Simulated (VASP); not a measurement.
OSZICAR of a VASP run on Ti24O47:

File OSZICAR:
```
...
DAV:   1    -0.626633670479E+03    0.19218E-02   -0.22225E+00   912   0.361E+00    0.342E-01
RMM:   2    -0.626637629995E+03   -0.39595E-02   -0.53506E-02   918   0.667E-01    0.432E-01
RMM:   3    -0.626638628288E+03   -0.99829E-03   -0.13525E-02   999   0.296E-01    0.227E-01
RMM:   4    -0.626638428501E+03    0.19979E-03   -0.25579E-03   955   0.140E-01    0.209E-01
RMM:   5    -0.626638287185E+03    0.14132E-03   -0.11900E-03   959   0.966E-02    0.119E-01
RMM:   6    -0.626638248613E+03    0.38572E-04   -0.43202E-04   944   0.551E-02    0.622E-02
RMM:   7    -0.626638242392E+03    0.62206E-05   -0.14267E-04   915   0.298E-02    0.405E-02
RMM:   8    -0.626638241893E+03    0.49985E-06   -0.64973E-05   753   0.170E-02
  23 F= -.62663824E+03 E0= -.62662214E+03  d E =-.264961E-02  mag=     3.0000
       N       E                     dE             d eps       ncg     rms          rms(c)
DAV:   1    -0.626638241206E+03    0.11868E-05   -0.10815E-03  1012   0.791E-02    0.153E-02
RMM:   2    -0.626638241611E+03   -0.40525E-06   -0.30740E-05   586   0.155E-02    0.141E-02
RMM:   3    -0.626638240741E+03    0.86973E-06   -0.84834E-06   532   0.101E-02    0.731E-03
RMM:   4    -0.626638240340E+03    0.40069E-06   -0.15912E-06   532   0.326E-03
  24 F= -.62663824E+03 E0= -.62662214E+03  d E =-.264805E-02  mag=     3.0000
       N       E                     dE             d eps       ncg     rms          rms(c)
DAV:   1    -0.626637391961E+03    0.84878E-03   -0.93603E-01   912   0.235E+00    0.220E-01
RMM:   2    -0.626639157658E+03   -0.17657E-02   -0.23510E-02   917   0.444E-01    0.284E-01
RMM:   3    -0.626639592984E+03   -0.43533E-03   -0.58601E-03   991   0.195E-01    0.150E-01
RMM:   4    -0.626639517067E+03    0.75917E-04   -0.10831E-03   964   0.914E-02    0.145E-01
RMM:   5    -0.626639445177E+03    0.71890E-04   -0.49579E-04   955   0.635E-02    0.788E-02
RMM:   6    -0.626639427250E+03    0.17927E-04   -0.18852E-04   919   0.365E-02    0.380E-02
RMM:   7    -0.626639425580E+03    0.16697E-05   -0.58420E-05   786   0.189E-02
  25 F= -.62663943E+03 E0= -.62662335E+03  d E =-.118524E-02  mag=     3.0000
       N       E                     dE             d eps       ncg     rms          rms(c)
DAV:   1    -0.626639418648E+03    0.86020E-05   -0.16284E-03  1036   0.989E-02    0.217E-02
RMM:   2    -0.626639423290E+03   -0.46421E-05   -0.70305E-05   845   0.228E-02    0.193E-02
RMM:   3    -0.626639424235E+03   -0.94523E-06   -0.17512E-05   534   0.116E-02    0.115E-02
RMM:   4    -0.626639424108E+03    0.12745E-06   -0.51012E-06   528   0.725E-03
  26 F= -.62663942E+03 E0= -.62662334E+03  d E =-.118377E-02  mag=     3.0000
       N       E                     dE             d eps       ncg     rms          rms(c)
DAV:   1    -0.626638641882E+03    0.78235E-03   -0.81538E-01   912   0.217E+00    0.223E-01
RMM:   2    -0.626640093647E+03   -0.14518E-02   -0.18895E-02   918   0.394E-01    0.239E-01
RMM:   3    -0.626640440276E+03   -0.34663E-03   -0.48173E-03   992   0.174E-01    0.129E-01
RMM:   4    -0.626640366453E+03    0.73823E-04   -0.93273E-04   955   0.863E-02    0.116E-01
RMM:   5    -0.626640311737E+03    0.54716E-04   -0.39149E-04   949   0.563E-02    0.574E-02
RMM:   6    -0.626640305143E+03    0.65948E-05   -0.15059E-04   930   0.310E-02    0.304E-02
RMM:   7    -0.626640304298E+03    0.84447E-06   -0.37618E-05   663   0.163E-02
  27 F= -.62664030E+03 E0= -.62662415E+03  d E =-.880191E-03  mag=     3.0000
       N       E                     dE             d eps       ncg     rms          rms(c)
DAV:   1    -0.626640304285E+03    0.85724E-06   -0.60332E-04   984   0.589E-02    0.123E-02
RMM:   2    -0.626640305337E+03   -0.10513E-05   -0.24740E-05   548   0.132E-02    0.159E-02
RMM:   3    -0.626640304354E+03    0.98316E-06   -0.84011E-06   531   0.973E-03    0.561E-03
RMM:   4    -0.626640304066E+03    0.28791E-06   -0.10909E-06   515   0.266E-03
  28 F= -.62664030E+03 E0= -.62662417E+03  d E =-.879958E-03  mag=     3.0000
       N       E                     dE             d eps       ncg     rms          rms(c)
DAV:   1    -0.626639935779E+03    0.36857E-03   -0.54521E-01   912   0.179E+00    0.167E-01
RMM:   2    -0.626640952352E+03   -0.10166E-02   -0.13367E-02   918   0.338E-01    0.218E-01
RMM:   3    -0.626641207280E+03   -0.25493E-03   -0.33656E-03   990   0.146E-01    0.116E-01
RMM:   4    -0.626641151837E+03    0.55443E-04   -0.59959E-04   972   0.659E-02    0.109E-01
RMM:   5    -0.626641108945E+03    0.42892E-04   -0.25310E-04   948   0.457E-02    0.631E-02
RMM:   6    -0.626641099331E+03    0.96141E-05   -0.10424E-04   903   0.279E-02    0.322E-02
RMM:   7    -0.626641098998E+03    0.33313E-06   -0.32854E-05   627   0.138E-02
  29 F= -.62664110E+03 E0= -.62662499E+03  d E =-.794932E-03  mag=     3.0000
       N       E                     dE             d eps       ncg     rms          rms(c)
DAV:   1    -0.626641065344E+03    0.33987E-04   -0.26618E-02   960   0.397E-01    0.466E-02
RMM:   2    -0.626641118728E+03   -0.53384E-04   -0.70286E-04   917   0.764E-02    0.543E-02
RMM:   3    -0.626641133609E+03   -0.14881E-04   -0.18575E-04   969   0.336E-02    0.288E-02
RMM:   4    -0.626641132134E+03    0.14746E-05   -0.36483E-05   653   0.166E-02
  30 F= -.62664113E+03 E0= -.62662503E+03  d E =-.828069E-03  mag=     3.0000
       N       E                     dE             d eps       ncg     rms          rms(c)
DAV:   1    -0.626641123685E+03    0.99234E-05   -0.27928E-01   912   0.127E+00    0.140E-01
RMM:   2    -0.626641564079E+03   -0.44039E-03   -0.71645E-03   916   0.251E-01    0.172E-01
RMM:   3    -0.626641695434E+03   -0.13136E-03   -0.19454E-03   997   0.108E-01    0.963E-02
RMM:   4    -0.626641649293E+03    0.46141E-04   -0.38734E-04   962   0.534E-02    0.872E-02
RMM:   5    -0.626641616111E+03    0.33182E-04   -0.18540E-04   949   0.382E-02    0.430E-02
RMM:   6    -0.626641609252E+03    0.68594E-05   -0.67555E-05   834   0.208E-02
  31 F= -.62664161E+03 E0= -.62662550E+03  d E =-.477118E-03  mag=     3.0000
       N       E                     dE             d eps       ncg     rms          rms(c)
DAV:   1    -0.626641590082E+03    0.26030E-04   -0.91067E-03  1040   0.230E-01    0.344E-02
RMM:   2    -0.626641606543E+03   -0.16461E-04   -0.30858E-04   921   0.503E-02    0.388E-02
RMM:   3    -0.626641612738E+03   -0.61951E-05   -0.88816E-05   890   0.227E-02    0.215E-02
RMM:   4    -0.626641611179E+03    0.15583E-05   -0.18705E-05   541   0.123E-02
  32 F= -.62664161E+03 E0= -.62662550E+03  d E =-.479045E-03  mag=     3.0000
       N       E                     dE             d eps       ncg     rms          rms(c)
DAV:   1    -0.626641632000E+03   -0.19263E-04   -0.19714E-01   912   0.105E+00    0.128E-01
RMM:   2    -0.626641907087E+03   -0.27509E-03   -0.46788E-03   914   0.204E-01    0.129E-01
RMM:   3    -0.626641975287E+03   -0.68200E-04   -0.13699E-03   991   0.898E-02    0.691E-02
RMM:   4    -0.626641928494E+03    0.46793E-04   -0.26107E-04   955   0.440E-02    0.491E-02
RMM:   5    -0.626641915531E+03    0.12963E-04   -0.10579E-04   928   0.269E-02    0.254E-02
RMM:   6    -0.626641913602E+03    0.19288E-05   -0.35287E-05   648   0.163E-02
  33 F= -.62664191E+03 E0= -.62662584E+03  d E =-.302423E-03  mag=     3.0000
       N       E                     dE             d eps       ncg     rms          rms(c)
DAV:   1    -0.626641914610E+03    0.92114E-06   -0.11990E-02   976   0.258E-01    0.333E-02
RMM:   2    -0.626641934358E+03   -0.19748E-04   -0.31650E-04   915   0.529E-02    0.363E-02
RMM:   3    -0.626641939393E+03   -0.50351E-05   -0.95219E-05   887   0.235E-02    0.194E-02
RMM:   4    -0.626641936532E+03    0.28610E-05   -0.17056E-05   538   0.112E-02
  34 F= -.62664194E+03 E0= -.62662588E+03  d E =-.325352E-03  mag=     3.0000
       N       E                     dE             d eps       ncg     rms          rms(c)
DAV:   1    -0.626642052036E+03   -0.11264E-03   -0.92641E-02   928   0.721E-01    0.107E-01
RMM:   2    -0.626642180127E+03   -0.12809E-03   -0.31750E-03   917   0.167E-01    0.129E-01
RMM:   3    -0.626642235881E+03   -0.55754E-04   -0.91939E-04  1014   0.707E-02    0.744E-02
RMM:   4    -0.626642206569E+03    0.29312E-04   -0.21012E-04   948   0.383E-02    0.723E-02
RMM:   5    -0.626642188575E+03    0.17994E-04   -0.15399E-04   938   0.310E-02    0.353E-02
RMM:   6    -0.626642182035E+03    0.65402E-05   -0.37738E-05   696   0.154E-02
  35 F= -.62664218E+03 E0= -.62662615E+03  d E =-.245503E-03  mag=     3.0000
       N       E                     dE             d eps       ncg     rms          rms(c)
DAV:   1    -0.626642180734E+03    0.78407E-05   -0.37150E-04  1040   0.464E-02    0.133E-02
RMM:   2    -0.626642181467E+03   -0.73274E-06   -0.46039E-05   700   0.161E-02    0.143E-02
RMM:   3    -0.626642181006E+03    0.46086E-06   -0.10021E-05   527   0.100E-02    0.583E-03
RMM:   4    -0.626642180678E+03    0.32788E-06   -0.12832E-06   511   0.359E-03
  36 F= -.62664218E+03 E0= -.62662614E+03  d E =-.244147E-03  mag=     3.0000
       N       E                     dE             d eps       ncg     rms          rms(c)
DAV:   1    -0.626642219769E+03   -0.38763E-04   -0.93622E-02   928   0.730E-01    0.877E-02
RMM:   2    -0.626642382083E+03   -0.16231E-03   -0.24930E-03   916   0.150E-01    0.962E-02
RMM:   3    -0.626642425837E+03   -0.43754E-04   -0.70776E-04   984   0.648E-02    0.539E-02
RMM:   4    -0.626642408812E+03    0.17025E-04   -0.14075E-04   950   0.331E-02    0.488E-02
RMM:   5    -0.626642396719E+03    0.12093E-04   -0.62993E-05   850   0.217E-02    0.215E-02
RMM:   6    -0.626642394355E+03    0.23643E-05   -0.21924E-05   558   0.119E-02
  37 F= -.62664239E+03 E0= -.62662638E+03  d E =-.213676E-03  mag=     3.0000
```

Question: Which electronic solver shows in the log?

Answer: It is blocked Davidson (ALGO = Normal, or the opening steps of other solvers) and then RMM-DIIS (ALGO = Fast or VeryFast). The INCAR had ALGO = Fast.

Question: How was spin treated?

Answer: Collinear spin (ISPIN = 2): the summary line carries one mag value, 3.00 μB in the cell.

Question: Can the final energy be trusted as converged?

Answer: The calculation finished and met its thresholds. It stopped with EDIFF = 1E-5, NELM = 100, NSW = 60 and EDIFFG = -0.03 after 37 ionic steps (PBE GGA, plane waves, VASP's PBE PAW potentials (set 64)).  The cell is charged, with a uniform compensating background. The supercell is sampled at Γ alone, which is coarse: total energies, pressure and levels can be off, energies of defects by several tenths of an eV.

The cell is a supercell with a defect, built from TiO2 (rutile): vac_O, charge +1. The total moment is imposed (NUPDOWN), so this need not be the lowest spin state.
